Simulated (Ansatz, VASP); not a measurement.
# Cross-check of SiO2 (SiO2 (P3_121)) between VASP and Ansatz, part 2 of 2

Wanted: the spread between two codes on one cell, functional and k mesh. Of the first pair: The structure shown is the start of the Ansatz relaxation below; VASP solves that cell, so the two are compared at the walk's first step.

VASP 6.6.1 and Ansatz 0.2.0.

So far: The structure; Ansatz: relaxation, PBE.

### Step 3. VASP: single point, PBE, start cell, pair 1

Level of this step: PBE; plane waves and PAW (Si, O) (VASP).

The same cell, functional, mesh and smearing now go to VASP, with its own data sets.

Lines of VASP's logs that name or quote its potential files are left out, and so is its time.

The input, INCAR:

```
SYSTEM = SiO2
PREC = Accurate
ENCUT = 520
EDIFF = 1E-06
NELM = 120
ISMEAR = -1
SIGMA = 0.01
LREAL = Auto
ALGO = Normal
GGA = PE
NBANDS = 727
LORBIT = 11
LWAVE = .FALSE.
LCHARG = .FALSE.
ISIF = 2
LASPH = .TRUE.
GGA_COMPAT = .FALSE.
EFERMI = MIDGAP
```

The input, POSCAR:

```
SiO2
1.0
   -5.0210274266      8.6966746091     11.0189520783
   10.0420548533      0.0000000000     11.0189520783
    7.5315411399     13.0450119137      0.0000000000
Si O
72 144
Direct
    0.2141864782      0.4524801838      0.1905423245
    0.4641865067      0.2024801552      0.0238756388
    0.0358135045      0.2975198265      0.1349867380
    0.2858134889      0.0475198420      0.3016534683
    0.9999999890      0.0000000110      0.1744709097
    0.2499999872      0.2500000092      0.0078042442
    0.2141864839      0.4524801780      0.5238757074
    0.4641865124      0.2024801495      0.3572090217
    0.0358135102      0.2975198208      0.4683201208
    0.2858135157      0.0475198153      0.6349867605
    0.0000000158      0.9999999842      0.5078042019
    0.2500000140      0.2499999825      0.3411375364
    0.2141865107      0.4524801513      0.8572089995
    0.4641864894      0.2024801725      0.6905423470
    0.0358134871      0.2975198438      0.8016534461
    0.2858134927      0.0475198383      0.9683200858
    0.9999999927      0.0000000073      0.8411375272
    0.2499999909      0.2500000055      0.6744708617
    0.2141864976      0.9524801607      0.1905423116
    0.4641864764      0.7024801820      0.0238756591
    0.0358134741      0.7975198533      0.1349867582
    0.2858135084      0.5475198190      0.3016534553
    0.0000000085      0.4999999880      0.1744708967
    0.2500000067      0.7499999862      0.0078042312
    0.2141865034      0.9524801550      0.5238756944
    0.4641864821      0.7024801763      0.3572090419
    0.0358134799      0.7975198476      0.4683201410
    0.2858134854      0.5475198420      0.6349867807
    0.9999999854      0.5000000110      0.5078042221
    0.2499999837      0.7500000092      0.3411375566
[... 180 atom lines left out ...]
    0.7383865523      0.6589553992      0.9792415295
    0.9883865505      0.9089553974      0.8125748641
    0.5117132100      0.7189620760      0.9069793725
    0.7617132082      0.9689620742      0.7403127070
    0.5959131455      0.9680954715      0.8831037760
    0.8459131740      0.7180954429      0.7164370903
```

The input, KPOINTS:

```
Automatic mesh
0
Gamma
1 1 1
0 0 0
```

Potentials, in the order of the species: Si and O (PBE family, release 64).

Launch:

```
$ export OMP_NUM_THREADS=4
$ mpirun -np 1 vasp_gam
```

Numbers of over 12 decimals in the logs are rounded to 6 here.

The program printed:

```text
[banner, memory and clock lines left out]
running    1 mpi-ranks, on    1 nodes
[...]
Offloading initialized ...    1 GPUs detected
[...]
LDA part: xc-table for (Slater+PW92), standard interpolation
 POSCAR, INCAR and KPOINTS ok, starting setup
[...]
entering main loop
       N       E                     dE             d eps       ncg     rms          rms(c)
DAV:   1     0.106781690394E+05    0.10678E+05   -0.68669E+05  1494   0.155E+03
DAV:   2    -0.981845107955E+03   -0.11660E+05   -0.11319E+05  1781   0.380E+02
DAV:   3    -0.191470926485E+04   -0.93286E+03   -0.92754E+03  1740   0.114E+02
DAV:   4    -0.193351397252E+04   -0.18805E+02   -0.18726E+02  1732   0.175E+01
[...]
DAV:  14    -0.170759710119E+04   -0.36275E-04   -0.26347E-05  1652   0.671E-03    0.435E-03
DAV:  15    -0.170759710260E+04   -0.14100E-05   -0.30989E-06  1284   0.231E-03    0.375E-03
DAV:  16    -0.170759710226E+04    0.33362E-06   -0.52949E-07  1100   0.113E-03
   1 F= -.17075971E+04 E0= -.17075971E+04  d E =0.000000E+00
```

OUTCAR, selected parts (step 3):

```text
  FREE ENERGIE OF THE ION-ELECTRON SYSTEM (eV)
  ---------------------------------------------------
  free  energy   TOTEN  =     -1707.5971022639 eV

  energy  without entropy=    -1707.5971022639  energy(sigma->0) =    -1707.59710226

[... 2 further parts left out ...]
[key lines of the parts left out:]
E-fermi :   3.4657
```

The run ends at a pressure of 0.11 GPa, with forces up to 0.011 eV/Å.

### Step 4. Side by side

Known differences besides the potentials themselves: the cutoff is 420 eV in Ansatz and 520 eV in VASP (PREC = Accurate, projectors in real space). Total energies have different zeros and are not compared.

The largest component of a force difference here is 12 meV/Å.

### Step 5. Ansatz: relaxation, PBE

This run makes the geometry at which the two programs are then compared.

The structure compared here is the end of the Ansatz relaxation.

This is the run of step 2 again, met here at its other cell.

### Step 6. VASP: single point, PBE, relaxed atoms in a fixed cell, pair 2

The same cell, functional, mesh and smearing now go to VASP, with its own data sets.

INCAR is that of step 3.

The input, POSCAR:

```
SiO2
1.0
   -5.0210274266      8.6966746091     11.0189520783
   10.0420548533      0.0000000000     11.0189520783
    7.5315411399     13.0450119137      0.0000000000
Si O
72 144
Direct
    0.2141865000      0.4524801668      0.1905423334
    0.4641865000      0.2024801668      0.0238756667
    0.0358135000      0.2975198332      0.1349867778
    0.2858135000      0.0475198332      0.3016534445
    0.0000000000      0.0000000000      0.1744708888
    0.2500000000      0.2500000000      0.0078042221
    0.2141865000      0.4524801668      0.5238756667
    0.4641865000      0.2024801668      0.3572090000
    0.0358135000      0.2975198332      0.4683201112
    0.2858135000      0.0475198332      0.6349867778
    0.0000000000      0.0000000000      0.5078042221
    0.2500000000      0.2500000000      0.3411375555
    0.2141865000      0.4524801668      0.8572090000
    0.4641865000      0.2024801668      0.6905423334
    0.0358135000      0.2975198332      0.8016534445
    0.2858135000      0.0475198332      0.9683201112
    0.0000000000      0.0000000000      0.8411375555
    0.2500000000      0.2500000000      0.6744708888
    0.2141865000      0.9524801668      0.1905423334
    0.4641865000      0.7024801668      0.0238756667
    0.0358135000      0.7975198332      0.1349867778
    0.2858135000      0.5475198332      0.3016534445
    0.0000000000      0.5000000000      0.1744708888
    0.2500000000      0.7500000000      0.0078042221
    0.2141865000      0.9524801668      0.5238756667
    0.4641865000      0.7024801668      0.3572090000
    0.0358135000      0.7975198332      0.4683201112
    0.2858135000      0.5475198332      0.6349867778
    0.0000000000      0.5000000000      0.5078042221
    0.2500000000      0.7500000000      0.3411375555
[... 180 atom lines left out ...]
    0.7383865622      0.6589554082      0.9792415305
    0.9883865622      0.9089554082      0.8125748638
    0.5117132230      0.7189620808      0.9069793821
    0.7617132230      0.9689620808      0.7403127154
    0.5959131706      0.9680954666      0.8831037836
    0.8459131706      0.7180954666      0.7164371170
```

KPOINTS is that of step 3.

The program printed:

```text
[... set-up lines as in an earlier step ...]
 entering main loop
       N       E                     dE             d eps       ncg     rms          rms(c)
DAV:   1     0.106781689621E+05    0.10678E+05   -0.68669E+05  1494   0.155E+03
DAV:   2    -0.981845117441E+03   -0.11660E+05   -0.11319E+05  1781   0.380E+02
DAV:   3    -0.191470926931E+04   -0.93286E+03   -0.92754E+03  1740   0.114E+02
DAV:   4    -0.193351397675E+04   -0.18805E+02   -0.18726E+02  1732   0.175E+01
[...]
DAV:  14    -0.170759710126E+04   -0.36276E-04   -0.26349E-05  1660   0.671E-03    0.435E-03
DAV:  15    -0.170759710267E+04   -0.14086E-05   -0.30990E-06  1284   0.231E-03    0.375E-03
DAV:  16    -0.170759710234E+04    0.33289E-06   -0.52951E-07  1100   0.113E-03
   1 F= -.17075971E+04 E0= -.17075971E+04  d E =0.000000E+00
```

From OUTCAR (step 6):

```text
  FREE ENERGIE OF THE ION-ELECTRON SYSTEM (eV)
  ---------------------------------------------------
  free  energy   TOTEN  =     -1707.5971023354 eV

  energy  without entropy=    -1707.5971023354  energy(sigma->0) =    -1707.59710234

[... 1 part as in an earlier step ...]

[... 1 further part left out ...]
[key lines of the parts left out:]
E-fermi :   3.4657
```

The run ends at a pressure of 0.11 GPa, with forces up to 0.011 eV/Å.

### Step 7. Differences

Compared:

```
              quantity  Ansatz   VASP  difference
gap on the k mesh (eV)   5.696  5.695       0.000
```

The largest component of a force difference here is 12 meV/Å. A gap on the mesh is an upper bound, since the band edges may lie between its points.

### Step 8. Summary of results

* r.m.s. force difference (single point, PBE, start cell, pair 1): 5.1 meV/Å
* difference in gap on the k mesh (single point, PBE, relaxed atoms in a fixed cell, pair 2): 4.9e-4 eV

The r.m.s. force difference is 5.1 meV/Å (single point, PBE, start cell, pair 1), within the 12 meV/Å picked in this series as the mark of a large difference. How closely two codes agree says nothing of how well the functional describes the real material.

[Lines on the potential files, build, host, timing and source positions are cut from VASP's logs without a mark.]

[Logs are printed without paths, hosts, clocks, repeated set-up lines and the standing remarks that a program may print on its own settings, such as how far it seeks lower states.]

[Hosts, paths, dates, database ids (printed as entryN), source tags and the programs' standing remarks are cut or masked in the printed files.]
